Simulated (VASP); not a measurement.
# A VASP study of Re (Rhenium) (r2SCAN): structure first, properties next

Wanted: the relaxed cell of Re (Rhenium) and its properties. The steps: full relaxation (r2SCAN), density, ELF and potential (r2SCAN), band structure (r2SCAN), total and projected DOS (r2SCAN), volume scan with r2SCAN, fit for r2SCAN and band structure (r2SCAN + SOC). Left out of this account: 1 further run (core levels: core levels are not valid at this level). The start is a cell from a database of measured crystal structures.

Method: r2SCAN; plane waves and PAW (Re), in the first sound run; inputs show where later runs differ, in VASP 6.6.1.

Most raw output is cut from this account.

**1. Set-up**

Before any relaxation, the start is as follows. Symmetry: P6_3/mmc, No. 194, hexagonal system. Conventional cell: a = 2.761 Å, b = 2.761 Å, c = 4.458 Å, α = 90.00°, β = 90.00°, γ = 120.00°. Re has 12 Re at 2.74 to 2.76 Å nearest.

**2. Full relaxation (r2SCAN)**

The start need not lie at this functional's minimum. ISIF = 3 frees volume, shape and positions, and EDIFFG sets the threshold on forces and stress at which the search stops. r2SCAN adds the kinetic-energy density, costs more than a GGA and is run with LASPH.

INCAR reads:

```
SYSTEM = Re
PREC = Accurate
ENCUT = 400
EDIFF = 1E-06
NELM = 100
ISMEAR = 1
SIGMA = 0.2
LREAL = .FALSE.
ALGO = Normal
METAGGA = R2SCAN
LASPH = .TRUE.
NBANDS = 13
LORBIT = 11
LWAVE = .FALSE.
LCHARG = .FALSE.
KPAR = 2
IBRION = 2
NSW = 60
ISIF = 3
EDIFFG = -0.01
```

POSCAR reads:

```
Re
1.0
    2.7608000000      0.0000000000      0.0000000000
   -1.3804000000      2.3909229348      0.0000000000
    0.0000000000      0.0000000000      4.4582000000
Re
2
Direct
    0.3333333333      0.6666666667      0.2500000000
    0.6666666667      0.3333333333      0.7500000000
```

KPOINTS reads:

```
Automatic mesh
0
Gamma
8 8 5
0 0 0
```

PAW data sets: Re (PBE family, release 64).

The run is started by

```sh
$ mpirun -np 2 vasp_std
```

It took 73 s on 2 MPI ranks of AMD EPYC 7R43, shared host; peak memory 0.2 GiB.

The k-mesh is coarse for a metal. The PAW data sets were made with PBE, which is usual practice but a small mismatch for other functionals. The data set Re keeps the semicore shell frozen, which is cheaper and a little less accurate. The run keeps the 24 symmetry operations of its start, so it cannot find a distortion of lower symmetry.

Little changed from the start: no atom moved by 0.005 Å and no cell edge by 0.1 %.

Numbers from this step:

* electrons: 14
* bands: 13
* irreducible k-points: 30
* symmetry operations: 24
* free energy (TOTEN): -104.9034 eV
* energy at zero smearing: -104.9036 eV
* Fermi energy: 7.654 eV
* pressure: -0.02750 GPa
* metallic: yes
* SCF cycles over all ionic steps: 36

It ends with forces that vanish by symmetry and a pressure of -0.03 GPa. The volume lies -0.1 % from that of the database's start, which holds the thermal and zero-point expansion of its experiment.

**3. Density, ELF and potential (r2SCAN)**

A single point on the relaxed cell gives a clean self-consistent state, with density, ELF and potential written out.

Changes to INCAR since step 2:

```diff
@@ -14,7 +14,5 @@
 LWAVE = .FALSE.
-LCHARG = .FALSE.
-KPAR = 2
-IBRION = 2
-NSW = 60
-ISIF = 3
-EDIFFG = -0.01
+LCHARG = .TRUE.
+ISIF = 2
+LELF = .TRUE.
+LVHAR = .TRUE.
```

POSCAR reads:

```
Re
1.0
    2.7586891562      0.0000000000      0.0000000000
   -1.3793445781      2.3890948904      0.0000000000
    0.0000000000      0.0000000000      4.4599403156
Re
2
Direct
    0.3333333333      0.6666666667      0.2500000000
    0.6666666667      0.3333333333      0.7500000000
```

KPOINTS is that of step 2.

The run is started by

```sh
$ mpirun -np 2 vasp_std
```

Elapsed: 24 s, on 2 MPI ranks; peak memory 0.17 GiB.

Numbers from this step:

```yaml
scf_cycles: 12
bands: 14
pressure: -0.04216 GPa
```

Valence electrons inside each PAW sphere by angular momentum. Sphere charges, by row:

| atom | s (e) | p (e) | d (e) | tot (e) |
| --- | --- | --- | --- | --- |
| Re1 | 0.617 | 0.685 | 4.833 | 6.135 |
| Re2 | 0.617 | 0.685 | 4.833 | 6.135 |

ELF in the ac plane at fractional y = 0.333, with atoms of Re within 0.2 Å of it. It is the smooth field of the valence electrons, not physical close to the nuclei.

Ten even steps from '_' (0.00) to '@' (0.50):
```
##%%%%%%####****++++++++****
**##%%%%##**++==--::::--++++
++##%%%%**++==::..____..::==
++##%%%%**++::__________..--
++##%%%%**==::____________::
++##%%%%**==..____________::
++##%%%%**==::____________--
++**%%%%**++--..________::==
**##%%%%**++++--::....::==++
**##%%%%##****++========++**
%%%%####%%####**********####
%%******##%%%%%%########%%%%
**++++++**##%%@@@@@@@@@@@@%%
**++====++**##%%@@@@@@@@%%##
++======++****##%%@@@@%%##**
++========++****##%%%%##****
++==--====++****########****
++==--====++****##%%%%##****
++========++**##%%%%%%%%##**
++======++**##%%@@@@@@@@##**
**++====++**%%@@@@@@@@@@@@##
##**++++**%%%%@@%%%%%%%%@@%%
%%########%%%%##******####%%
```
Columns run along a (2.8 Å), rows up along c (4.5 Å). Atoms in or near the plane, at fractional coordinates: Re at (0.67, 0.75).

Valence density in the ac plane at fractional y = 0.333, with atoms of Re within 0.2 Å of it. It is the smooth field of the valence electrons, not physical close to the nuclei.

Ten even steps from '0' (0.3 e/Å³) to '9' (1.3 e/Å³):
```
00000011222210
00000123444431
10000134555542
21001245677653
21001356799754
21001356899764
21001346788654
10001245666543
10000124555432
00000012333321
00000001111110
00000000000000
00000000000000
11111100000000
12222110000001
23333210000001
23443210000011
23333210000011
22332210000001
11221100000001
00110000000000
00000000000000
00000001111100
```
Columns run along a (2.8 Å), rows up along c (4.5 Å). Atoms in or near the plane, at fractional coordinates: Re at (0.67, 0.75).

Electrostatic potential energy in the ac plane at fractional y = 0.333, with atoms of Re within 0.2 Å of it. With pseudopotentials it is smooth inside the atoms' cores, unlike the true potential.

Ten even steps from '_' (-32 eV) to '@' (0 eV):
```
@@@@@@@@@@%%##****++++**##%%
%%@@@@@@@@##**++==----==++**
##%%@@@@%%**==--::....::--++
**%%@@@@##++--..________::==
++##%%%%##++::__________..--
++##%%%%##==::__________..--
**##@@%%##++--..________..--
**%%@@@@##**==::..____..::==
##@@@@@@%%##++==--::::--==**
%%@@@@@@@@%%##++++====++**##
@@@@@@@@@@@@%%####****##%%%%
@@@@@@@@@@@@@@@@%%%%%%%%@@@@
%%%%%%%%%%%%@@@@@@@@@@@@@@@@
####****####%%@@@@@@@@@@@@%%
**++++++**##%%@@@@@@@@@@%%##
**++====++**##%%@@@@@@@@%%##
++========++##%%@@@@@@@@%%**
++======++**##%%@@@@@@@@%%**
**++++++++**##%%@@@@@@@@%%##
##********##%%@@@@@@@@@@@@%%
%%########%%@@@@@@@@@@@@@@@@
@@%%%%%%%%@@@@@@@@@@@@@@@@@@
@@@@@@@@@@@@@@%%%%####%%%%@@
```
Columns run along a (2.8 Å; values clipped at the 3rd and 97th percentile), rows up along c (4.5 Å). Atoms in or near the plane, at fractional coordinates: Re at (0.67, 0.75).

In this run the pressure is -0.04 GPa, small enough to go on.

**4. Band structure (r2SCAN)**

The mesh alone shows little of the dispersion and can miss band extrema, so KPOINTS_OPT adds a path through the symmetry points after the self-consistent cycle.

INCAR reads:

```
SYSTEM = Re
PREC = Accurate
ENCUT = 400
EDIFF = 1E-06
NELM = 100
ISMEAR = 1
SIGMA = 0.2
LREAL = .FALSE.
ALGO = Normal
METAGGA = R2SCAN
LASPH = .TRUE.
NBANDS = 19
LORBIT = 11
LWAVE = .FALSE.
LCHARG = .FALSE.
KPAR = 2
```

POSCAR is that of step 3.

KPOINTS is that of step 3.

KPOINTS_OPT reads:

```
Line mode
16
Line-mode
Reciprocal
  0.00000000   0.00000000   0.00000000 GAMMA
  0.50000000   0.00000000   0.00000000 M

  0.50000000   0.00000000   0.00000000 M
  0.33333333   0.33333333   0.00000000 K

  0.33333333   0.33333333   0.00000000 K
  0.00000000   0.00000000   0.00000000 GAMMA

  0.00000000   0.00000000   0.00000000 GAMMA
  0.00000000   0.00000000   0.50000000 A

  0.00000000   0.00000000   0.50000000 A
  0.50000000   0.00000000   0.50000000 L

  0.50000000   0.00000000   0.50000000 L
  0.33333333   0.33333333   0.50000000 H

  0.33333333   0.33333333   0.50000000 H
  0.00000000   0.00000000   0.50000000 A

  0.50000000   0.00000000   0.50000000 L
  0.50000000   0.00000000   0.00000000 M

  0.33333333   0.33333333   0.00000000 K
  0.33333333   0.33333333   0.50000000 H
```

The run is started by

```sh
$ mpirun -np 2 vasp_std
```

Wall time 2 min (2 MPI ranks); peak memory 0.22 GiB.

Spin-orbit coupling is off here; with elements this heavy it splits and shifts levels by tenths of an eV or more.

This step gave:

* bands: 19
* pressure: -0.03519 GPa

Electronic bands along the path, in eV, zero at the Fermi level; # counts the bands kept:

| point | #4 | #5 | #6 | #7 | #8 | #9 | #10 | #11 |
| --- | --- | --- | --- | --- | --- | --- | --- | --- |
| Γ | -1.58 | -1.58 | -0.72 | -0.72 | 0.28 | 0.28 | 0.59 | 3.57 |
| 0.47 of the way | -3.14 | -1.79 | -0.92 | -0.55 | 0.43 | 0.44 | 1.16 | 4.25 |
| M | -1.93 | -1.82 | -1.41 | -0.59 | 4.17 | 4.59 | 4.72 | 6.33 |
| 0.53 of the way | -2.68 | -2.26 | -1.66 | -0.38 | 3.29 | 3.96 | 4.02 | 6.89 |
| K | -3.53 | -2.18 | -2.18 | -0.02 | 3.21 | 3.21 | 3.69 | 7.08 |
| 0.47 of the way | -4.03 | -2.01 | -1.73 | -0.47 | 0.59 | 2.11 | 3.09 | 4.09 |
| Γ | -1.58 | -1.58 | -0.72 | -0.72 | 0.28 | 0.28 | 0.59 | 3.57 |
| 0.53 of the way | -1.82 | -1.82 | -1.23 | -1.18 | -1.18 | 1.29 | 1.29 | 3.52 |
| A | -2.46 | -1.72 | -1.72 | -1.72 | -1.72 | 2.71 | 2.71 | 2.71 |
| 0.47 of the way | -3.62 | -1.94 | -1.94 | -0.29 | -0.29 | 2.59 | 2.59 | 3.37 |
| L | -4.24 | 0.49 | 0.49 | 0.95 | 0.95 | 4.49 | 4.49 | 5.00 |
| 0.47 of the way | -3.81 | -1.44 | -1.44 | 0.94 | 0.94 | 3.90 | 3.90 | 7.17 |
| H | -3.88 | -2.25 | -2.25 | 0.12 | 0.12 | 3.56 | 3.56 | 9.99 |
| 0.47 of the way | -3.48 | -2.52 | -2.52 | -0.01 | -0.01 | 3.45 | 3.45 | 3.96 |
| A | -2.46 | -1.72 | -1.72 | -1.72 | -1.72 | 2.71 | 2.71 | 2.71 |
| jump to L | -4.24 | 0.49 | 0.49 | 0.95 | 0.95 | 4.49 | 4.49 | 5.00 |
| 0.47 of the way | -4.09 | -1.21 | -0.65 | 1.25 | 2.79 | 4.34 | 4.64 | 5.01 |
| M | -1.93 | -1.82 | -1.41 | -0.59 | 4.17 | 4.59 | 4.72 | 6.33 |
| jump to K | -3.53 | -2.18 | -2.18 | -0.02 | 3.21 | 3.21 | 3.69 | 7.08 |
| 0.47 of the way | -3.51 | -2.24 | -2.24 | -0.14 | 2.11 | 3.45 | 3.45 | 7.80 |
| H | -3.88 | -2.25 | -2.25 | 0.12 | 0.12 | 3.56 | 3.56 | 9.99 |

There is no gap at this level.

**5. Total and projected DOS (r2SCAN)**

Here the states are counted by energy and projected on the atoms. The mesh is finer than in the run before.

Changes to INCAR since step 4:

```diff
@@ -5,3 +5,3 @@
 NELM = 100
-ISMEAR = 1
+ISMEAR = -5
 SIGMA = 0.2
@@ -16 +16,2 @@
 KPAR = 2
+NEDOS = 2001
```

POSCAR is that of step 4.

KPOINTS reads:

```
Automatic mesh
0
Gamma
12 12 7
0 0 0
```

The run is started by

```sh
$ mpirun -np 2 vasp_std
```

Elapsed: 1.9 min, on 2 MPI ranks; peak memory 0.21 GiB; 3.7 min of CPU time.

With tetrahedra the forces and stress of a metal are not exact derivatives of the energy.

Numbers from this step:

- SCF cycles: 13
- irreducible k-points: 76
- free energy (TOTEN): -104.9016 eV
- Fermi energy: 7.656 eV
- pressure: 0.1705 GPa
- DOS at the Fermi level: 1.074 states/eV/cell

The density of states has structure finer than the step of the table below, so its rows give means over 1 eV, whole bins alone (the curve runs from -12.0 to 7.92 eV). Peaks (eV: height): total -3.4: 3.05, -2.3: 3.56, -0.7: 3.43, 4.1: 2.80; Re d -3.4: 2.24, -2.3: 2.83, -0.7: 2.64, 4.1: 2.58; Re p -4.4: 0.246, -3.4: 0.346, -2.3: 0.321, -0.7: 0.409; Re s -6.6: 0.488.

States under -12.0 eV and over 7.9 eV are left out. Table of density of states by energy, zero at the Fermi level; means over each step; values in states/eV/cell:

| energy (eV) | total | Re d | Re p | Re s |
| --- | --- | --- | --- | --- |
| -11 | 0 | 0 | 0 | 0 |
| -10 | 0.0390 | 6.5e-5 | 0.00125 | 0.0293 |
| -9 | 0.128 | 0.00264 | 0.00898 | 0.0890 |
| -8 | 0.229 | 0.0157 | 0.0247 | 0.141 |
| -7 | 0.697 | 0.244 | 0.0597 | 0.273 |
| -6 | 1.61 | 0.915 | 0.108 | 0.340 |
| -5 | 1.65 | 1.14 | 0.131 | 0.153 |
| -4 | 1.91 | 1.42 | 0.193 | 0.0559 |
| -3 | 1.56 | 1.14 | 0.184 | 0.0367 |
| -2 | 2.55 | 1.99 | 0.247 | 0.0466 |
| -1 | 2.64 | 2.04 | 0.300 | 0.0468 |
| 0 | 1.55 | 1.18 | 0.192 | 0.0190 |
| 1 | 1.19 | 1.00 | 0.0789 | 0.00780 |
| 2 | 1.15 | 1.03 | 0.0386 | 0.00868 |
| 3 | 1.68 | 1.52 | 0.0470 | 0.0154 |
| 4 | 2.49 | 2.28 | 0.0625 | 0.0248 |
| 5 | 0.742 | 0.599 | 0.0703 | 0.0282 |
| 6 | 0.597 | 0.406 | 0.104 | 0.0395 |
| 7 | 0.547 | 0.302 | 0.123 | 0.0632 |

The finer mesh and the other smearing move the Fermi level by +0.00 eV from the 8×8×5 run, a small shift, which tests the Fermi level alone. Of the states within 0.3 eV of the Fermi level, the largest shares in the PAW spheres are Re d 76 % and Re p 13 %. The rest lies in smaller channels or between the spheres.

**6. Volume scan with r2SCAN**

An equation of state needs energies on both sides of the minimum, all on one mesh and cutoff.

INCAR reads:

```
SYSTEM = Re
PREC = Accurate
ENCUT = 400
EDIFF = 1E-06
NELM = 100
ISMEAR = 1
SIGMA = 0.2
LREAL = .FALSE.
ALGO = Normal
METAGGA = R2SCAN
LASPH = .TRUE.
NBANDS = 13
LORBIT = 11
LWAVE = .FALSE.
LCHARG = .FALSE.
KPAR = 2
ISIF = 2
```

POSCAR reads:

```
Re
1.0
    2.7023735757      0.0000000000      0.0000000000
   -1.3511867878      2.3403241670      0.0000000000
    0.0000000000      0.0000000000      4.3688955789
Re
2
Direct
    0.3333333333      0.6666666667      0.2500000000
    0.6666666667      0.3333333333      0.7500000000
```

KPOINTS reads:

```
Automatic mesh
0
Gamma
8 8 5
0 0 0
```

The run is started by

```sh
$ mpirun -np 2 vasp_std
```

Run time: 38 s. Hardware: 2 MPI ranks; peak memory 0.2 GiB; 73 s of CPU time.

The scan keeps the cell's shape and the fractional positions fixed.

This step gave:

```yaml
bands: 13
irreducible_k_points: 30
free_energy_toten: -104.7569 eV
energy_at_zero_smearing: -104.7579 eV
fermi_energy: 8.456 eV
pressure: 27.97 GPa
```

The pressure here is 27.97 GPa.

**7. Volume scan with r2SCAN (run 2)**

INCAR is that of step 6.

POSCAR reads:

```
Re
1.0
    2.7214050025      0.0000000000      0.0000000000
   -1.3607025013      2.3568058662      0.0000000000
    0.0000000000      0.0000000000      4.3996634629
Re
2
Direct
    0.3333333333      0.6666666667      0.2500000000
    0.6666666667      0.3333333333      0.7500000000
```

KPOINTS is that of step 6.

The run is started by

```sh
$ mpirun -np 2 vasp_std
```

It took 35 s on 2 MPI ranks; peak memory 0.17 GiB.

This step gave:

```yaml
scf_cycles: 12
free_energy_toten: -104.8406 eV
energy_at_zero_smearing: -104.8414 eV
fermi_energy: 8.179 eV
pressure: 17.56 GPa
```

The pressure falls from 27.97 to 17.56 GPa.

The run ends at a pressure of 17.56 GPa.

**8. Volume scan with r2SCAN (run 3)**

INCAR is that of step 7.

POSCAR reads:

```
Re
1.0
    2.7401739060      0.0000000000      0.0000000000
   -1.3700869530      2.3730602134      0.0000000000
    0.0000000000      0.0000000000      4.4300069284
Re
2
Direct
    0.3333333333      0.6666666667      0.2500000000
    0.6666666667      0.3333333333      0.7500000000
```

KPOINTS is that of step 7.

The run is started by

```sh
$ mpirun -np 2 vasp_std
```

Run time: 29 s. Hardware: 2 MPI ranks; peak memory 0.2 GiB; 56 s of CPU time.

The pressure falls from 17.56 to 8.28 GPa.

The run ends at a pressure of 8.28 GPa.

**9. Volume scan with r2SCAN (run 4)**

INCAR is that of step 8.

POSCAR reads:

```
Re
1.0
    2.7586891562      0.0000000000      0.0000000000
   -1.3793445781      2.3890948904      0.0000000000
    0.0000000000      0.0000000000      4.4599403156
Re
2
Direct
    0.3333333333      0.6666666667      0.2500000000
    0.6666666667      0.3333333333      0.7500000000
```

KPOINTS is that of step 8.

The run is started by

```sh
$ mpirun -np 2 vasp_std
```

Run time: 35 s. Hardware: 2 MPI ranks; peak memory 0.2 GiB.

The pressure falls from 8.28 to -0.04 GPa.

The run ends at a pressure of -0.04 GPa.

**10. Volume scan with r2SCAN (run 5)**

INCAR is that of step 9.

POSCAR reads:

```
Re
1.0
    2.7769591532      0.0000000000      0.0000000000
   -1.3884795766      2.4049171720      0.0000000000
    0.0000000000      0.0000000000      4.4894772050
Re
2
Direct
    0.3333333333      0.6666666667      0.2500000000
    0.6666666667      0.3333333333      0.7500000000
```

KPOINTS is that of step 9.

The run is started by

```sh
$ mpirun -np 2 vasp_std
```

Run time: 37 s. Hardware: 2 MPI ranks; peak memory 0.2 GiB; 72 s of CPU time.

The pressure falls from -0.04 to -7.49 GPa.

The run ends at a pressure of -7.49 GPa.

**11. Volume scan with r2SCAN (run 6)**

INCAR is that of step 10.

POSCAR reads:

```
Re
1.0
    2.7949918608      0.0000000000      0.0000000000
   -1.3974959304      2.4205339548      0.0000000000
    0.0000000000      0.0000000000      4.5186304712
Re
2
Direct
    0.3333333333      0.6666666667      0.2500000000
    0.6666666667      0.3333333333      0.7500000000
```

KPOINTS is that of step 10.

The run is started by

```sh
$ mpirun -np 2 vasp_std
```

It took 35 s on 2 MPI ranks; peak memory 0.2 GiB; 68 s of CPU time.

The pressure falls from -7.49 to -14.19 GPa.

The run ends at a pressure of -14.19 GPa.

**12. Volume scan with r2SCAN (run 7)**

A prediction first. A parabola through the 6 pressures of evenly scaled cells so far, P = -0.07 -395.4 t +924 t² GPa with t = ln(V/V₁) and V₁ the volume at scale 1, gives -19.97 GPa at t = +0.0583.

INCAR is that of step 11.

POSCAR reads:

```
Re
1.0
    2.8127948367      0.0000000000      0.0000000000
   -1.4063974184      2.4359517842      0.0000000000
    0.0000000000      0.0000000000      4.5474123330
Re
2
Direct
    0.3333333333      0.6666666667      0.2500000000
    0.6666666667      0.3333333333      0.7500000000
```

KPOINTS is that of step 11.

The run is started by

```sh
$ mpirun -np 2 vasp_std
```

Wall time 36 s (2 MPI ranks); peak memory 0.19 GiB; 70 s of CPU time.

The pressure falls from -14.19 to -20.19 GPa. The parabola predicted -19.97 GPa, +0.22 GPa off.

[end of part 1 of 2]

[Lines on the potential files, build, host, timing and source positions are cut from VASP's logs without a mark.]

[Logs are printed without paths, hosts, clocks, repeated set-up lines and the standing remarks that a program may print on its own settings, such as how far it seeks lower states.]

[Hosts, paths, dates, database ids (printed as entryN), source tags and the programs' standing remarks are cut or masked in the printed files.]

[A measured line is paired with the nearest computed mode of its activity, which favours agreement.]
